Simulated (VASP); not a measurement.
# CsLiCr2Te2S3 (R32) in VASP: reference runs, part 2 of 3

VASP 6.6.1. The steps go on from the part before.

## 3. Single point, PBE, collinear spin, ferromagnetic start (atoms moved at random, drawn with an rms of 0.05 Å)

INCAR

```
SYSTEM = CsLiCr2Te2S3
PREC = Accurate
ENCUT = 520
EDIFF = 1E-7
ISMEAR = -1
SIGMA = 0.05
LREAL = .False.
LASPH = .True.
NELM = 120
ALGO = Normal
ISIF = 2
LWAVE = .False.
LCHARG = .False.
ISPIN = 2
MAGMOM = 0 0 3 3 0 0 0 0 0
LORBIT = 11
LMAXMIX = 4
GGA = PE
NBANDS = 47
KPAR = 4
```

KPOINTS

```
Automatic mesh
0
Gamma
  5 5 5
  0 0 0
```

POSCAR

```
CsLiCr2Te2S3
1.0
    3.3192900000      1.9163900000      6.8798200000
   -3.3192900000      1.9163900000      6.8798200000
    0.0000000000     -3.8327900000      6.8798200000
Cs Li Cr Te S
1 1 2 2 3
Direct
   -0.0075540000      0.0059140000     -0.0020140000
    0.4965110000      0.5089930000      0.5001030000
    0.8032600000      0.7947270000      0.8022100000
    0.2041840000      0.1983240000      0.2006480000
    0.6736050000      0.6777590000      0.6820130000
    0.3184100000      0.3244110000      0.3228560000
    0.1287060000      0.8613140000      0.5060690000
    0.5051880000      0.1365310000      0.8584970000
    0.8604450000      0.5066780000      0.1316860000
```

Potentials or basis: VASP PAW PBE potentials, release 64 (Cs_sv, Li_sv, Cr_pv, Te, S).

On the command line:

```console
$ cat potpaw_PBE.64/Cs_sv/POTCAR potpaw_PBE.64/Li_sv/POTCAR potpaw_PBE.64/Cr_pv/POTCAR potpaw_PBE.64/Te/POTCAR potpaw_PBE.64/S/POTCAR > POTCAR
$ mpirun -np 4 vasp_std > vasp.out
```

OUTCAR:

```text
SYSTEM = CsLiCr2Te2S3
   PREC = Accurate
   ENCUT = 520
   EDIFF = 1E-7
   ISMEAR = -1
   LREAL = .False.
   LASPH = .True.
   NELM = 120
   ISIF = 2
   ISPIN = 2
   LORBIT = 11
   GGA = PE

 ion  position               nearest neighbor table
   1  0.992  0.006  0.998-
   2  0.497  0.509  0.500-   7 2.39   8 2.43   9 2.43
   3  0.803  0.795  0.802-   9 2.16   7 2.18   8 2.24   5 2.52
   4  0.204  0.198  0.201-   8 2.25   7 2.27   9 2.29   6 2.49
   5  0.674  0.678  0.682-   3 2.52
   6  0.318  0.324  0.323-   4 2.49
   7  0.129  0.861  0.506-   3 2.18   4 2.27   2 2.39
   8  0.505  0.137  0.858-   3 2.24   4 2.25   2 2.43
   9  0.860  0.507  0.132-   3 2.16   4 2.29   2 2.43

  LATTYP: Found a trigonal (rhomboedric) cell.
 ALAT       =     7.8754149077
 COS(alpha) =     0.6447177554

  Lattice vectors:

 A1 = (   3.3192900000,   1.9163900000,   6.8798200000)
 A2 = (  -3.3192900000,   1.9163900000,   6.8798200000)
 A3 = (   0.0000000000,  -3.8327900000,   6.8798200000)

Analysis of symmetry for initial positions (statically):
=====================================================================
 Subroutine PRICEL returns:
 Original cell was already a primitive cell.

 Routine SETGRP: Setting up the symmetry group for a
 trigonal (rhombohedral) supercell.

 Subroutine GETGRP returns: Found  1 space group operations
 (whereof  1 operations were pure point group operations)
 out of a pool of 12 trial point group operations.

The static configuration has the point symmetry C_1 .

Analysis of symmetry for dynamics (positions and initial velocities):
=====================================================================
 Subroutine PRICEL returns:
 Original cell was already a primitive cell.
[... 1342 lines left out ...]
     44       7.5894      0.00000
     45       8.0660      0.00000

 [... further k-points ...]

 spin component 2

 k-point     1 :       0.0000    0.0000    0.0000
  band No.  band energies     occupation
      1     -43.1670      1.00000
      2     -39.2220      1.00000
      3     -39.1623      1.00000
      4     -39.0766      1.00000
      5     -39.0064      1.00000
      6     -38.7890      1.00000
[... 1141 lines left out ...]
     44       7.7808      0.00000
     45       8.1520      0.00000

 [... further k-points ...]

 [bands above 45 left out]

------------------------ aborting loop because EDIFF is reached ----------------------------------------

  FORCE on cell =-STRESS in cart. coord.  units (eV):
  Direction    XX          YY          ZZ          XY          YZ          ZX
  --------------------------------------------------------------------------------------
  -------------------------------------------------------------------------------------
  Total        0.0891525      1.0495206     -2.2380693     -0.1148312     -0.0461142      0.2486791
  in kB        0.5439840      6.4038830    -13.6560764     -0.7006680     -0.2813761      1.5173707
  external PRESSURE =      -2.2360698 kB  Pullay stress =       0.0000000 kB

 VOLUME and BASIS-vectors are now :
 -----------------------------------------------------------------------------
  energy-cutoff  :      520.00
  volume of cell :      262.58
      direct lattice vectors                 reciprocal lattice vectors
     3.319290000  1.916390000  6.879820000     0.150634624  0.086968924  0.048450922
    -3.319290000  1.916390000  6.879820000    -0.150634624  0.086968924  0.048450922
     0.000000000 -3.832790000  6.879820000     0.000000000 -0.173937849  0.048450796

 POSITION                                       TOTAL-FORCE (eV/Angst)
 -----------------------------------------------------------------------------------
      3.27459     -1.91182     13.73450         0.050333     -0.032523      0.019831
     -0.04143      0.01015     10.35831         0.084396     -0.010961     -0.003852
      0.02832     -0.01234     16.51292        -0.593367      0.022022     -0.963609
      0.01945      0.00232      4.14960        -0.162245      0.005194      0.254549
     -0.01379     -0.02427     13.98927         0.001281      0.042493      0.574868
     -0.01992     -0.00554      6.64368         0.001758     -0.008047     -0.382204
     -2.43174     -0.04239     10.29282         0.125274      0.539525      0.199673
      1.22368     -2.06065     10.32122        -0.025382     -0.096094      0.022054
      1.17426      2.11522     10.31154         0.517953     -0.461610      0.278690
 -----------------------------------------------------------------------------------
    total drift:                                0.000201     -0.000427      0.000149

  FREE ENERGIE OF THE ION-ELECTRON SYSTEM (eV)
  ---------------------------------------------------
  free  energy   TOTEN  =       -45.5995336432 eV

  energy  without entropy=      -45.5754955036  energy(sigma->0) =      -45.58751457

 total charge

# of ion       s       p       d       tot
------------------------------------------
    1        1.835   4.699   0.037   6.571
    2        2.015   0.044   0.000   2.059
    3        0.354   6.303   4.179  10.836
    4        0.324   6.265   4.127  10.716
    5        1.384   1.970   0.017   3.371
    6        1.386   1.971   0.018   3.375
    7        1.331   2.424   0.000   3.756
    8        1.331   2.412   0.000   3.743
    9        1.332   2.420   0.000   3.752
--------------------------------------------------
tot         11.292  28.507   8.378  48.177

 magnetization (x)

# of ion       s       p       d       tot
------------------------------------------
    1       -0.000  -0.007  -0.003  -0.010
    2        0.002   0.002   0.000   0.004
    3        0.030   0.026   2.163   2.219
    4        0.035   0.031   2.482   2.548
    5       -0.007  -0.243   0.002  -0.247
    6       -0.007  -0.272   0.003  -0.275
    7       -0.004  -0.083   0.000  -0.087
    8       -0.004  -0.083   0.000  -0.087
    9       -0.004  -0.084   0.000  -0.088
--------------------------------------------------
tot          0.041  -0.714   4.648   3.975
```

OSZICAR:

```text
N       E                     dE             d eps       ncg     rms          rms(c)
DAV:   1     0.544105458116E+03    0.54411E+03   -0.30238E+04 13044   0.126E+03
DAV:   2     0.875503577941E+01   -0.53535E+03   -0.51035E+03 13273   0.301E+02
DAV:   3    -0.488972054794E+02   -0.57652E+02   -0.56483E+02 16561   0.961E+01
[... 13 lines left out ...]
DAV:  17    -0.455995199012E+02   -0.32319E-04   -0.25297E-05 13608   0.227E-02    0.215E-02
DAV:  18    -0.455995311313E+02   -0.11230E-04   -0.11162E-05 13680   0.126E-02    0.997E-03
DAV:  19    -0.455995328844E+02   -0.17532E-05   -0.22526E-06 14137   0.773E-03    0.405E-03
DAV:  20    -0.455995334525E+02   -0.56810E-06   -0.55120E-07 12600   0.284E-03    0.209E-03
DAV:  21    -0.455995336153E+02   -0.16280E-06   -0.10811E-07  9073   0.139E-03    0.903E-04
DAV:  22    -0.455995336432E+02   -0.27849E-07   -0.48706E-08  8561   0.905E-04
   1 F= -.45599534E+02 E0= -.45587515E+02  d E =-.240381E-01  mag=     4.0082
```

Wall time 7.8 min (4 MPI ranks of Intel Xeon 6975P-C (Granite Rapids), shared host); peak memory 1.5 GiB.

Results:

```yaml
Free_energy: -45.5995 eV
Largest_force: 1.132 eV/Å
Band_gap_on_the_k_mesh: none (metal or under the smearing width)
Net_moment: 4.01 μB per cell
Site_moments: Cs -0.01; Li +0.00; Cr +2.22, +2.55; Te -0.25, -0.28; S -0.09 μB
Valence_electrons_inside_the_program's_atomic_spheres: Cs 6.57; Li 2.06; Cr 10.84, 10.72; Te 3.37, 3.38; S 3.76, 3.74, 3.75
```

Forces on the atoms (eV/Å):
```
Cs   0.050 -0.033  0.020
Li   0.084 -0.011 -0.004
Cr  -0.593  0.022 -0.964
Cr  -0.162  0.005  0.255
Te   0.001  0.042  0.575
Te   0.002 -0.008 -0.382
S    0.125  0.540  0.200
S   -0.025 -0.096  0.022
S    0.518 -0.462  0.279
```

Caveat: the cutoff is under 1.25 times the usual one of these potentials, so pressure, stress and relaxed cells hold a basis-set (Pulay) error; only a ferromagnetic start was run, and an antiferromagnetic order may lie lower in energy. The run has no spin-orbit coupling, so splittings on Cs, Te are missing.

## 4. Equation of state, PBE, collinear spin, ferromagnetic start, 27.42 Å³/atom (volume scaled by 0.94)

INCAR is that of step 3.

KPOINTS is that of step 3.

POSCAR

```
CsLiCr2Te2S3
1.0
    3.2515303748      1.8772690229      6.7393761025
   -3.2515303748      1.8772690229      6.7393761025
    0.0000000000     -3.7545478416      6.7393761025
Cs Li Cr Te S
1 1 2 2 3
Direct
    0.0000000000      0.0000000000      0.0000000000
    0.5000000000      0.5000000000      0.5000000000
    0.7984800000      0.7984800000      0.7984800000
    0.2015200000      0.2015200000      0.2015200000
    0.6799000000      0.6799000000      0.6799000000
    0.3201000000      0.3201000000      0.3201000000
    0.1362600000      0.8637400000      0.5000000000
    0.5000000000      0.1362600000      0.8637400000
    0.8637400000      0.5000000000      0.1362600000
```

Potentials or basis: VASP PAW PBE potentials, release 64 (Cs_sv, Li_sv, Cr_pv, Te, S).

On the command line:

```console
$ cat potpaw_PBE.64/Cs_sv/POTCAR potpaw_PBE.64/Li_sv/POTCAR potpaw_PBE.64/Cr_pv/POTCAR potpaw_PBE.64/Te/POTCAR potpaw_PBE.64/S/POTCAR > POTCAR
$ mpirun -np 4 vasp_std > vasp.out
```

OUTCAR:

```text
SYSTEM = CsLiCr2Te2S3
   PREC = Accurate
   ENCUT = 520
   EDIFF = 1E-7
   ISMEAR = -1
   LREAL = .False.
   LASPH = .True.
   NELM = 120
   ISIF = 2
   ISPIN = 2
   LORBIT = 11
   GGA = PE

 Found     19 irreducible k-points:

 Following reciprocal coordinates:
            Coordinates               Weight
  0.000000  0.000000  0.000000      1.000000
  0.200000  0.000000  0.000000      6.000000
  0.400000  0.000000  0.000000      6.000000
  0.200000  0.200000  0.000000      6.000000
  0.400000  0.200000  0.000000     12.000000
 -0.400000  0.200000 -0.000000     12.000000
   k-points           NKPTS =     19   k-points in BZ     NKDIM =     19   number of bands    NBANDS=     47
   number of dos      NEDOS =    301   number of ions     NIONS =      9
   total plane-waves  NPLWV = 216000
   dimension x,y,z NGX =    60 NGY =   60 NGZ =   60
   dimension x,y,z NGXF=   120 NGYF=  120 NGZF=  120
   ions per type =               1   1   2   2   3
   NGX,Y,Z   is equivalent  to a cutoff of  12.93, 12.93, 12.93 a.u.
   NGXF,Y,Z  is equivalent  to a cutoff of  25.86, 25.86, 25.86 a.u.
 SYSTEM =  CsLiCr2Te2S3
   PREC   = accura    normal or accurate (medium, high low for compatibility)
   ISTART =      0    job   : 0-new  1-cont  2-samecut
   ICHARG =      2    charge: 1-file 2-atom 10-const
   ISPIN  =      2    spin polarized calculation?
   LNONCOLLINEAR =      F non collinear calculations
   LSORBIT =      F    spin-orbit coupling
   LASPH  =      T    aspherical Exc in radial PAW
   ENCUT  =  520.0 eV  38.22 Ry    6.18 a.u.  14.34 14.34 14.34*2*pi/ulx,y,z
   NELM   =    120;   NELMIN=  2; NELMDL= -5     # of ELM steps
   EDIFF  = 0.1E-06   stopping-criterion for ELM
   LREAL  =      F    real-space projection
   EDIFFG = 0.1E-05   stopping-criterion for IOM
   NSW    =      0    number of steps for IOM
   IBRION =     -1    ionic relax: 0-MD 1-quasi-New 2-CG
   NFREE  =      0    steps in history (QN), initial steepest desc. (CG)
   ISIF   =      2    stress and relaxation
   ISYM   =      2    0-nonsym 1-usesym 2-fastsym
   POTIM  = 0.5000    time-step for ionic-motion
   TEBEG  =    0.0;   TEEND  =   0.0 temperature during run
   PSTRESS=    0.0 pullay stress
   NELECT =      66.0000    total number of electrons
[... 623 lines left out ...]
     44       8.4199      0.00000
     45       8.7026      0.00000

 [... further k-points ...]

 [bands above 45 left out]

------------------------ aborting loop because EDIFF is reached ----------------------------------------

  FORCE on cell =-STRESS in cart. coord.  units (eV):
  Direction    XX          YY          ZZ          XY          YZ          ZX
  --------------------------------------------------------------------------------------
  -------------------------------------------------------------------------------------
  Total        4.3789659      4.3789675      3.7632863      0.0000000     -0.0000018     -0.0000000
  in kB       28.4247147     28.4247254     24.4282193      0.0000000     -0.0000118     -0.0000000
  external PRESSURE =      27.0925531 kB  Pullay stress =       0.0000000 kB

 VOLUME and BASIS-vectors are now :
 -----------------------------------------------------------------------------
  energy-cutoff  :      520.00
  volume of cell :      246.82
      direct lattice vectors                 reciprocal lattice vectors
     3.251530375  1.877269023  6.739376102     0.153773744  0.088781296  0.049460606
    -3.251530375  1.877269023  6.739376102    -0.153773744  0.088781296  0.049460606
     0.000000000 -3.754547842  6.739376102     0.000000000 -0.177562592  0.049460477

 POSITION                                       TOTAL-FORCE (eV/Angst)
 -----------------------------------------------------------------------------------
      0.00000      0.00000      0.00000        -0.000000      0.000000      0.000000
      0.00000     -0.00000     10.10906        -0.000000     -0.000000      0.000000
      0.00000     -0.00001     16.14377        -0.000000     -0.000000      0.061629
      0.00000     -0.00000      4.07436        -0.000000      0.000000     -0.061629
      0.00000     -0.00001     13.74631        -0.000000      0.000000     -0.519415
      0.00000     -0.00000      6.47182        -0.000000     -0.000000      0.519415
     -2.36542     -0.00000     10.10906         0.248234      0.000000      0.000000
      1.18271     -2.04852     10.10906        -0.124117      0.214977      0.000000
      1.18271      2.04851     10.10906        -0.124117     -0.214977      0.000000
 -----------------------------------------------------------------------------------
    total drift:                                0.000020      0.000000     -0.000000

  FREE ENERGIE OF THE ION-ELECTRON SYSTEM (eV)
  ---------------------------------------------------
  free  energy   TOTEN  =       -45.5559346212 eV

  energy  without entropy=      -45.5384593638  energy(sigma->0) =      -45.54719699

 total charge

# of ion       s       p       d       tot
------------------------------------------
    1        1.836   4.697   0.044   6.577
    2        2.019   0.049   0.000   2.068
    3        0.362   6.321   4.225  10.908
    4        0.362   6.321   4.225  10.908
    5        1.386   2.007   0.023   3.417
    6        1.386   2.007   0.023   3.417
    7        1.332   2.436   0.000   3.768
    8        1.332   2.436   0.000   3.768
    9        1.332   2.436   0.000   3.768
--------------------------------------------------
tot         11.346  28.712   8.542  48.599

 magnetization (x)

# of ion       s       p       d       tot
------------------------------------------
    1       -0.000  -0.006  -0.001  -0.007
    2        0.002   0.003   0.000   0.005
    3        0.030   0.029   2.123   2.182
    4        0.030   0.029   2.123   2.182
    5       -0.005  -0.175   0.004  -0.176
    6       -0.005  -0.175   0.004  -0.176
    7       -0.004  -0.066   0.000  -0.069
    8       -0.004  -0.066   0.000  -0.069
    9       -0.004  -0.066   0.000  -0.069
--------------------------------------------------
tot          0.041  -0.492   4.252   3.802
```

OSZICAR:

```text
N       E                     dE             d eps       ncg     rms          rms(c)
DAV:   1     0.555179538193E+03    0.55518E+03   -0.30638E+04  3940   0.128E+03
DAV:   2     0.789212402056E+01   -0.54729E+03   -0.52113E+03  4017   0.308E+02
DAV:   3    -0.483028921128E+02   -0.56195E+02   -0.55157E+02  4994   0.972E+01
[... 11 lines left out ...]
DAV:  15    -0.455559176187E+02   -0.47062E-04   -0.10436E-04  4464   0.607E-02    0.339E-02
DAV:  16    -0.455559253167E+02   -0.76980E-05   -0.12893E-05  4768   0.164E-02    0.154E-02
DAV:  17    -0.455559319258E+02   -0.66090E-05   -0.47645E-06  4120   0.854E-03    0.645E-03
DAV:  18    -0.455559343377E+02   -0.24119E-05   -0.22975E-06  3816   0.553E-03    0.272E-03
DAV:  19    -0.455559345545E+02   -0.21677E-06   -0.21581E-07  3640   0.178E-03    0.123E-03
DAV:  20    -0.455559346212E+02   -0.66672E-07   -0.81441E-08  2592   0.126E-03
   1 F= -.45555935E+02 E0= -.45547197E+02  d E =-.174753E-01  mag=     4.0007
```

Wall time 2.4 min (4 MPI ranks of Intel Xeon 6975P-C (Granite Rapids), shared host); peak memory 0.92 GiB.

Results:

* Free energy: -45.5559 eV
* Largest force: 0.519 eV/Å
* Band gap on the k mesh: none (metal or under the smearing width)
* Net moment: 4.00 μB per cell
* Site moments: Cs -0.01; Li +0.01; Cr +2.18; Te -0.18; S -0.07 μB
* Valence electrons inside the program's atomic spheres: Cs 6.58; Li 2.07; Cr 10.91; Te 3.42; S 3.77

Caveat: the cutoff is under 1.25 times the usual one of these potentials, so pressure, stress and relaxed cells hold a basis-set (Pulay) error; only a ferromagnetic start was run, and an antiferromagnetic order may lie lower in energy.

## 5. Equation of state, PBE, collinear spin, ferromagnetic start, 28.01 Å³/atom (volume scaled by 0.96)

INCAR is that of step 4.

KPOINTS is that of step 4.

POSCAR: that of step 4 with these lines changed.

```diff
@@ -2,5 +2,5 @@
 1.0
-    3.2515303748      1.8772690229      6.7393761025
-   -3.2515303748      1.8772690229      6.7393761025
-    0.0000000000     -3.7545478416      6.7393761025
+    3.2744292305      1.8904896629      6.7868380613
+   -3.2744292305      1.8904896629      6.7868380613
+    0.0000000000     -3.7809891905      6.7868380613
 Cs Li Cr Te S
```

On the command line:

```console
$ cat potpaw_PBE.64/Cs_sv/POTCAR potpaw_PBE.64/Li_sv/POTCAR potpaw_PBE.64/Cr_pv/POTCAR potpaw_PBE.64/Te/POTCAR potpaw_PBE.64/S/POTCAR > POTCAR
$ mpirun -np 4 vasp_std > vasp.out
```

It took 2.5 min on 4 MPI ranks of Intel Xeon 6975P-C (Granite Rapids), shared host; peak memory 0.91 GiB.

Results (log left out):

```yaml
Free_energy: -45.6289 eV
Largest_force: 0.324 eV/Å
Band_gap_on_the_k_mesh: none (metal or under the smearing width)
Net_moment: 4.00 μB per cell
Site_moments: Cs -0.01; Li +0.01; Cr +2.23; Te -0.19; S -0.07 μB
Valence_electrons_inside_the_program's_atomic_spheres: Cs 6.57; Li 2.06; Cr 10.87; Te 3.41; S 3.76
```

Caveat: the cutoff is under 1.25 times the usual one of these potentials, so pressure, stress and relaxed cells hold a basis-set (Pulay) error; only a ferromagnetic start was run, and an antiferromagnetic order may lie lower in energy.

## 6. Equation of state, PBE, collinear spin, ferromagnetic start, 28.59 Å³/atom (volume scaled by 0.98)

INCAR is that of step 5.

KPOINTS is that of step 5.

POSCAR: that of step 5 with these lines changed.

```diff
@@ -2,5 +2,5 @@
 1.0
-    3.2744292305      1.8904896629      6.7868380613
-   -3.2744292305      1.8904896629      6.7868380613
-    0.0000000000     -3.7809891905      6.7868380613
+    3.2970122147      1.9035279346      6.8336453201
+   -3.2970122147      1.9035279346      6.8336453201
+    0.0000000000     -3.8070658021      6.8336453201
 Cs Li Cr Te S
```

Potentials or basis: VASP PAW PBE potentials, release 64 (Cs_sv, Li_sv, Cr_pv, Te, S).

On the command line:

```console
$ cat potpaw_PBE.64/Cs_sv/POTCAR potpaw_PBE.64/Li_sv/POTCAR potpaw_PBE.64/Cr_pv/POTCAR potpaw_PBE.64/Te/POTCAR potpaw_PBE.64/S/POTCAR > POTCAR
$ mpirun -np 4 vasp_std > vasp.out
```

It took 2.6 min on 4 MPI ranks of Intel Xeon 6975P-C (Granite Rapids), shared host; peak memory 0.94 GiB.

It converged, with:

```
Free energy                                           : -45.6703 eV
Largest force                                         : 0.147 eV/Å
Band gap on the k mesh                                : none (metal or under the smearing width)
Net moment                                            : 4.00 μB per cell
Site moments                                          : Cs -0.01; Li +0.00; Cr +2.27; Te -0.21; S -0.08 μB
Valence electrons inside the program's atomic spheres : Cs 6.57; Li 2.06; Cr 10.82; Te 3.40; S 3.75
```

Caveat: the cutoff is under 1.25 times the usual one of these potentials, so pressure, stress and relaxed cells hold a basis-set (Pulay) error; only a ferromagnetic start was run, and an antiferromagnetic order may lie lower in energy.

(Part 2 of 3 ends here.)
